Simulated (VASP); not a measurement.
Calculation: PBE GGA, VASP's PBE PAW potentials (set 64) (plane waves; VASP 6.6.1).

VASP ran on this input.

POSCAR:
```
TeSe2
1
    3.8856300000     0.0000000000     0.0000000000
   -1.9428150000     3.3650540000     0.0000000000
    0.0000000000     0.0000000000     6.2683270000
Te Se
1 2
Direct
  0.0000000000   0.0000000000   0.0000000000
  0.3333330000   0.6666670000   0.2520000000
  0.6666670000   0.3333330000   0.7480000000
```

KPOINTS:
```
kpoints
0
Gamma
 6 6 3
```

INCAR:
```
! general
SYSTEM =TeSe2
PREC   =Accurate
ENCUT  =400
LREAL  =.FALSE.
LASPH  =.TRUE.

! electronic loop
EDIFF  =1E-6
NELM   =100
ALGO   =Normal
LMAXMIX=4

! smearing
ISMEAR =0
SIGMA  =0.05

! functional
GGA    =PE

! ions
ISIF   =2

! output
LWAVE  =.FALSE.
LCHARG =.FALSE.
```

POTCAR, in this order: Te Se (PBE.64 set). Program: vasp_std.

**Question.** What will the output report for the number of irreducible k-points (NKPTS), number of bands (NBANDS), largest plane-wave count, number of space-group operations, FFT grid (NGX, NGY, NGZ)?

**Answer.** 
```json
{
 "number of irreducible k-points (NKPTS)": "17",
 "number of bands (NBANDS)": "13",
 "largest_plane_wave_count": "1501",
 "number_of_space_group_operations": "12",
 "FFT grid (NGX, NGY, NGZ)": "28 × 28 × 42"
}
```

The structure was generated: TeSe2 was put into the CdI2 type (P-3m1), which need not be its known phase. The cell was not relaxed at this level.
